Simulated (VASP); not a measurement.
Output of a VASP run:

### OUTCAR
```
 ion  position               nearest neighbor table
   1  0.998  0.002  0.007-  50 1.88  39 1.97  58 1.97  25 1.97  64 2.02  47 2.07   5 2.94   3 2.99
 Subroutine IBZKPT returns following result:
 Found      1 irreducible k-points:

 Following reciprocal coordinates:
            Coordinates               Weight
  0.000000  0.000000  0.000000      1.000000
   k-points           NKPTS =      1   k-points in BZ     NKDIM =      1   number of bands    NBANDS=    232
   number of dos      NEDOS =    301   number of ions     NIONS =     73
   total plane-waves  NPLWV = 110592
   dimension x,y,z NGX =    48 NGY =   48 NGZ =   48
   dimension x,y,z NGXF=    96 NGYF=   96 NGZF=   96
   ions per type =              24  48   1
   PREC   = normal    normal or accurate (medium, high low for compatibility)
   ISTART =      0    job   : 0-new  1-cont  2-samecut
   ICHARG =      2    charge: 1-file 2-atom 10-const
   ISPIN  =      1    spin polarized calculation?
   LNONCOLLINEAR =      F non collinear calculations
   LSORBIT =      F    spin-orbit coupling
   INIWAV =      1    electr: 0-lowe 1-rand  2-diag
   ENCUT  =  400.0 eV  29.40 Ry    5.42 a.u.  15.18 15.18 14.52*2*pi/ulx,y,z
   NELM   =    100;   NELMIN=  4; NELMDL= -5     # of ELM steps
   EDIFF  = 0.1E-04   stopping-criterion for ELM
   LREAL  =      T    real-space projection
   NLSPLINE    = F    spline interpolate recip. space projectors
   LMAXMIX     =    4 max onsite mixed and CHGCAR
   VOSKOWN=      0    Vosko Wilk Nusair interpolation
   EDIFFG = -.3E-01   stopping-criterion for IOM
   NSW    =    120    number of steps for IOM
   NBLOCK =      1;   KBLOCK =    120    inner block; outer block
   IBRION =      2    ionic relax: 0-MD 1-quasi-New 2-CG
   NFREE  =      1    steps in history (QN), initial steepest desc. (CG)
   ISIF   =      2    stress and relaxation
   ISYM   =      0    0-nonsym 1-usesym 2-fastsym
   TEIN   =    0.0    initial temperature
   TEBEG  =    0.0;   TEEND  =   0.0 temperature during run
   SMASS  =  -3.00    Nose mass-parameter (am)
   PSTRESS=    0.0 pullay stress
   NELECT =     384.0000    total number of electrons
   EFERMI =   0.00;   METHOD = LEGACY
   ISMEAR =     0;   SIGMA  =   0.05  broadening in eV -4-tet -1-fermi 0-gaus
   IALGO  =     68    algorithm
   LDIAG  =      T    sub-space diagonalisation (order eigenvalues)
   IMIX   =      4    mixing-type and parameters
     AMIX     =   0.40;   BMIX     =  1.00
     AMIX_MAG =   1.60;   BMIX_MAG =  1.00
     AMIN     =   0.10
   GGA     = PE    functional components
   VOSKOWN =     0    Vosko Wilk Nusair interpolation
   LHFCALC =     F    Hartree Fock is set to
   LHFONE  =     F    Hartree Fock one center treatment
   AEXX    =    0.0000 exact exchange contribution
   IVDW    =     0    specifies the selected vdW correction
   LEPSILON=     F    determine dielectric tensor
   LRPA    =     F    only Hartree local field effects (RPA)
  energy-cutoff  :      400.00
  volume of cell :      772.15
      direct lattice vectors                 reciprocal lattice vectors
     9.311249664  0.000000000  0.000000000     0.107396970  0.000000000  0.000000000
     0.000000000  9.311249664  0.000000000     0.000000000  0.107396970  0.000000000
     0.000000000  0.000000000  8.906027028     0.000000000  0.000000000  0.112283513
 k-point     1 :   0.0000 0.0000 0.0000  plane waves:    6997
 maximum number of plane-waves:      6997
```

File OSZICAR:
```
...
RMM:   4    -0.640642608249E+03    0.10278E-04   -0.86511E-05   464   0.248E-02    0.300E-02
RMM:   5    -0.640642603906E+03    0.43422E-05   -0.41339E-05   351   0.176E-02
  11 F= -.64064260E+03 E0= -.64064260E+03  d E =-.871079E-03
       N       E                     dE             d eps       ncg     rms          rms(c)
DAV:   1    -0.640642814814E+03   -0.20657E-03   -0.25231E-01   480   0.122E+00    0.129E-01
RMM:   2    -0.640643197107E+03   -0.38229E-03   -0.62977E-03   464   0.236E-01    0.132E-01
RMM:   3    -0.640643304538E+03   -0.10743E-03   -0.16268E-03   504   0.101E-01    0.657E-02
RMM:   4    -0.640643263599E+03    0.40940E-04   -0.30648E-04   496   0.442E-02    0.474E-02
RMM:   5    -0.640643248016E+03    0.15583E-04   -0.92147E-05   463   0.277E-02    0.123E-02
RMM:   6    -0.640643248556E+03   -0.54026E-06   -0.28551E-05   300   0.140E-02
  12 F= -.64064325E+03 E0= -.64064325E+03  d E =-.644650E-03
       N       E                     dE             d eps       ncg     rms          rms(c)
DAV:   1    -0.640643225739E+03    0.22277E-04   -0.68527E-02   480   0.634E-01    0.675E-02
RMM:   2    -0.640643335808E+03   -0.11007E-03   -0.17440E-03   464   0.125E-01    0.688E-02
RMM:   3    -0.640643368498E+03   -0.32690E-04   -0.46979E-04   507   0.534E-02    0.347E-02
RMM:   4    -0.640643357886E+03    0.10612E-04   -0.82369E-05   464   0.233E-02    0.258E-02
RMM:   5    -0.640643353846E+03    0.40405E-05   -0.28669E-05   282   0.150E-02
  13 F= -.64064335E+03 E0= -.64064335E+03  d E =-.749939E-03
       N       E                     dE             d eps       ncg     rms          rms(c)
DAV:   1    -0.640643382039E+03   -0.24152E-04   -0.22583E-01   480   0.113E+00    0.129E-01
RMM:   2    -0.640643711810E+03   -0.32977E-03   -0.57238E-03   464   0.217E-01    0.125E-01
RMM:   3    -0.640643797925E+03   -0.86115E-04   -0.14496E-03   504   0.931E-02    0.611E-02
RMM:   4    -0.640643762096E+03    0.35829E-04   -0.25749E-04   499   0.400E-02    0.430E-02
RMM:   5    -0.640643750227E+03    0.11868E-04   -0.80943E-05   451   0.252E-02    0.103E-02
RMM:   6    -0.640643751286E+03   -0.10589E-05   -0.23286E-05   276   0.127E-02
  14 F= -.64064375E+03 E0= -.64064375E+03  d E =-.397441E-03
       N       E                     dE             d eps       ncg     rms          rms(c)
DAV:   1    -0.640643751705E+03   -0.14776E-05   -0.13785E-04   472   0.281E-02    0.414E-03
RMM:   2    -0.640643751574E+03    0.13103E-06   -0.27654E-06   271   0.474E-03    0.290E-03
RMM:   3    -0.640643751524E+03    0.49484E-07   -0.55258E-07   262   0.232E-03    0.145E-03
RMM:   4    -0.640643751448E+03    0.76270E-07   -0.47973E-08    76   0.131E-03
  15 F= -.64064375E+03 E0= -.64064375E+03  d E =-.397602E-03
       N       E                     dE             d eps       ncg     rms          rms(c)
DAV:   1    -0.640643947133E+03   -0.19561E-03   -0.12484E-01   480   0.840E-01    0.106E-01
RMM:   2    -0.640644094230E+03   -0.14710E-03   -0.32613E-03   464   0.172E-01    0.118E-01
RMM:   3    -0.640644152381E+03   -0.58151E-04   -0.91560E-04   508   0.727E-02    0.629E-02
RMM:   4    -0.640644118858E+03    0.33522E-04   -0.17018E-04   490   0.320E-02    0.419E-02
RMM:   5    -0.640644108071E+03    0.10787E-04   -0.49115E-05   404   0.200E-02    0.133E-02
RMM:   6    -0.640644107933E+03    0.13868E-06   -0.15125E-05   272   0.105E-02
  16 F= -.64064411E+03 E0= -.64064411E+03  d E =-.356485E-03
```

OUTCAR:
```
------------------------ aborting loop because EDIFF is reached ----------------------------------------
  FORCE on cell =-STRESS in cart. coord.  units (eV):
  Direction    XX          YY          ZZ          XY          YZ          ZX
  --------------------------------------------------------------------------------------
  Total      -24.9455361    -28.5420722    -18.7064850      2.3901708      0.9114636     -0.5133839
  in kB      -51.7610971    -59.2237811    -38.8152886      4.9595192      1.8912544     -1.0652532
  external PRESSURE =     -49.9333889 kB  Pullay stress =       0.0000000 kB
  volume of cell :      772.15
      direct lattice vectors                 reciprocal lattice vectors
     9.311249664  0.000000000  0.000000000     0.107396970  0.000000000  0.000000000
     0.000000000  9.311249664  0.000000000     0.000000000  0.107396970  0.000000000
     0.000000000  0.000000000  8.906027028     0.000000000  0.000000000  0.112283513
 POSITION                                       TOTAL-FORCE (eV/Angst)
 -----------------------------------------------------------------------------------
      9.28175      0.02474      0.05697        -0.009161      0.008066     -0.007908
      2.33110      2.34291      1.57572         0.007796     -0.004440      0.003229
      9.30815      0.00980      3.03466         0.001647      0.007008      0.002599
      2.29894      2.32651      4.53774        -0.003948      0.010258      0.006295
      9.26975      0.01584      6.01989         0.003632      0.007556      0.007388
      2.34569      2.28382      7.51177         0.001506      0.000286     -0.006515
      0.03358      4.63279      0.08382        -0.007035     -0.002597     -0.013220
      2.37740      7.12242      1.43322        -0.008572      0.010690      0.005227
      9.11821      4.61688      3.03382         0.008130     -0.017112     -0.001765
      2.36754      7.08998      4.52720         0.005628     -0.010687      0.009703
      0.06333      4.61803      5.98914        -0.008528     -0.003256      0.006812
      2.23487      6.95513      7.44142        -0.008866     -0.000281     -0.003953
      4.70314      0.02632      0.06182         0.012173     -0.006200     -0.000914
      6.92216      2.30452      1.50511        -0.003900      0.002487      0.005026
      4.62573      0.04718      3.05307         0.002409     -0.005857      0.006582
      6.94592      2.29751      4.52326        -0.001547     -0.002655      0.005349
      4.71515      9.28821      6.03182         0.000233      0.000826     -0.003328
      6.96825      2.44665      7.45970        -0.002732     -0.004286      0.000527
      4.61130      4.69230      0.08379         0.002427      0.007144      0.002820
      6.98047      7.04414      1.54529         0.005693     -0.015062      0.008744
      4.74618      4.66657      3.04425        -0.004864      0.008362     -0.006211
      6.96526      7.00656      4.54038         0.003955      0.005345      0.004466
      4.59425      4.67711      5.99529         0.000840      0.004773      0.006002
      7.01584      6.89287      7.49631        -0.001196      0.008618     -0.000010
      1.41717      1.38088      8.88654        -0.004747     -0.004521      0.002578
      3.74714      0.90793      1.46291        -0.002795      0.005405     -0.005239
      0.89346      3.70662      1.46760         0.007951     -0.004228     -0.003448
      3.23776      3.23047      8.88519         0.000276      0.009368      0.006826
      1.42006      1.38967      2.94511        -0.010837     -0.008793     -0.000484
      3.73046      0.91678      4.43987         0.001495      0.008142      0.001487
      0.87404      3.72158      4.41565         0.001405      0.006762     -0.010053
      3.20146      3.28831      2.95148         0.005146      0.009519     -0.002144
      1.40294      1.39865      5.91904        -0.003819     -0.005260     -0.003614
      3.75127      0.89803      7.39630        -0.008639      0.009133      0.005125
      0.91892      3.72580      7.41328         0.006353     -0.001805      0.000850
      3.22426      3.24451      5.91453         0.001549     -0.002497      0.003100
      1.42968      6.05750      8.90466         0.004279     -0.002701     -0.002094
      3.75045      5.57158      1.48371         0.001622      0.007868      0.008125
      0.90410      8.35027      1.47674         0.005046      0.000949      0.002900
      3.24105      7.88766      8.86071         0.008913      0.003548     -0.007368
      1.52402      5.89133      2.94319         0.004495     -0.011036      0.000189
      3.77101      5.56833      4.42094        -0.004428     -0.002537     -0.018222
      0.91850      8.34905      4.40935        -0.001377     -0.003016     -0.004646
      3.22747      7.89094      2.95464        -0.007578     -0.005722      0.003065
      1.44342      6.04813      5.90146        -0.001702      0.004179     -0.008377
      3.74065      5.56054      7.41911         0.001195     -0.007473      0.003040
      0.91052      8.37572      7.39139        -0.006967      0.005471     -0.001104
      3.25419      7.88162      5.94772         0.007008      0.003889     -0.009853
      6.08100      1.40879      8.87733        -0.000033     -0.002312     -0.000399
      8.40066      0.89864      1.47080         0.004007     -0.007806      0.005952
      5.56070      3.71605      1.45897        -0.005026      0.000865      0.000662
      7.88879      3.23666      0.00200         0.008251      0.002134      0.001337
      6.06879      1.39037      2.95533        -0.001849     -0.002408     -0.004425
      8.40600      0.89758      4.43730        -0.000753     -0.002557     -0.000096
      5.57556      3.71217      4.44838         0.001774     -0.007871      0.001619
      7.85758      3.20704      2.94871        -0.001736     -0.006468     -0.006906
...
```
(Selected blocks of OUTCAR.)

POSCAR:
```
Ti24HO48
1
    9.3112496639     0.0000000000     0.0000000000
    0.0000000000     9.3112496639     0.0000000000
    0.0000000000     0.0000000000     8.9060270283
Ti O H
24 48 1
Direct
  0.9977889283   0.0023077506   0.0065322843
  0.2488687748   0.2540466184   0.1770023927
  0.9999264389   0.0018175100   0.3417922787
  0.2466076314   0.2493556241   0.5100945067
  0.9940239585   0.0016601719   0.6761835348
  0.2518356867   0.2445415481   0.8436665061
  0.0027710411   0.4990217371   0.0078434785
  0.2550510993   0.7648921273   0.1604225134
  0.9789646544   0.4972397559   0.3399541201
  0.2553208599   0.7621918108   0.5072720047
  0.0090512915   0.4961696234   0.6715110104
  0.2402405490   0.7478173686   0.8346989931
  0.5045447399   0.0037836590   0.0066755155
  0.7443970304   0.2465607986   0.1690582980
  0.4964237316   0.0071546049   0.3421478790
  0.7461395951   0.2490952131   0.5080650541
  0.5086917586   0.9975613230   0.6770026861
  0.7482820689   0.2633863842   0.8376359197
  0.4962102098   0.5035693160   0.0095713218
  0.7498861473   0.7583069173   0.1740840467
  0.5101787774   0.5017132512   0.3408860439
  0.7469942280   0.7527540749   0.5100495367
  0.4919368969   0.5026998389   0.6731076755
  0.7533596893   0.7396170053   0.8420976868
  0.1520219412   0.1474598782   0.9979412734
  0.4022380064   0.0975636193   0.1644457865
  0.0957368798   0.3984112787   0.1637385553
  0.3472507468   0.3464707590   0.9979952729
  0.1515401554   0.1494272584   0.3307745169
  0.4005703544   0.0987708948   0.4988060836
  0.0936488642   0.3998903787   0.4955518722
  0.3429332888   0.3536323452   0.3320574570
  0.1498161973   0.1501147742   0.6650489092
  0.4033150265   0.0964043043   0.8298263843
  0.0991120293   0.4001247735   0.8322892157
  0.3457993039   0.3478929022   0.6644510202
  0.1537196779   0.6507277860   0.9996669918
  0.4032342289   0.5981585134   0.1668731419
  0.0972581919   0.8962551267   0.1664691236
  0.3484057258   0.8470386465   0.9944707897
  0.1645059925   0.6321703545   0.3297213691
  0.4047609252   0.5973629671   0.4965895226
  0.0988049733   0.8962250312   0.4954305264
  0.3471117898   0.8473460168   0.3314225497
  0.1554503785   0.6495668204   0.6619769343
  0.4007847847   0.5962923979   0.8337831960
  0.0974804941   0.8988742542   0.8298097480
  0.3504709865   0.8458530134   0.6674633642
  0.6529236522   0.1513857752   0.9968377723
  0.9015784908   0.0954262663   0.1650818178
  0.5967559575   0.3980264495   0.1644178399
  0.8473706346   0.3476673625   0.0004124298
  0.6521552157   0.1492831401   0.3321946153
  0.9023967960   0.0958202758   0.4988922729
  0.5985771616   0.3982192647   0.4997016081
  0.8449616848   0.3441545840   0.3308635422
  0.6542079528   0.1489249763   0.6660527117
  0.9017415445   0.0952904176   0.8346164336
  0.5968324808   0.4002257345   0.8292202572
  0.8489331052   0.3454296322   0.6643942615
  0.6526899777   0.6481985002   0.9990774587
  0.9042039081   0.5985294470   0.1648247981
  0.5975999969   0.9006922050   0.1636815332
  0.8489782020   0.8444798269   0.9979605188
  0.6548843143   0.6496347143   0.3305932522
  0.9014126614   0.5989335846   0.4997277591
  0.5961760154   0.9012900725   0.4965404425
  0.8471358713   0.8487254366   0.3328540595
  0.6505470225   0.6509239502   0.6649780788
  0.9038480167   0.5956110614   0.8285892871
  0.5991881554   0.9000816492   0.8335630627
  0.8464552972   0.8478364160   0.6654705724
  0.2319821550   0.5498161306   0.3286987225
```

Reconstruct the remaining input files.

This is not unique; one that fits is the input of the run itself, PBE GGA, plane waves, VASP's PBE PAW potentials (set 64).

### INCAR
```
ALGO = Fast
EDIFF = 1E-5
EDIFFG = -0.03
ENCUT = 400
GGA = PE
IBRION = 2
ISIF = 2
ISMEAR = 0
ISYM = 0
LASPH = .TRUE.
LCHARG = .FALSE.
LMAXMIX = 4
LREAL = Auto
LWAVE = .FALSE.
NELECT = 384.0
NELM = 100
NELMIN = 4
NSW = 120
PREC = Normal
SIGMA = 0.05
SYSTEM = Ti24HO48
```

File KPOINTS:
```
Regular mesh
0
G
1 1 1
```

POTCAR, in this order: Ti O H (PBE.64 set). Program: vasp_gam.

At this cut-off the stress carries a Pulay error, which pulls relaxed volumes low. The cell is charged, with a uniform compensating background. The supercell is sampled at Γ alone, which is coarse: total energies, pressure and levels can be off, energies of defects by several tenths of an eV.

The cell is a supercell with a defect, built from TiO2 (rutile): H_i, charge +1. The run is not spin-polarised, so no state with unpaired spins was tried.
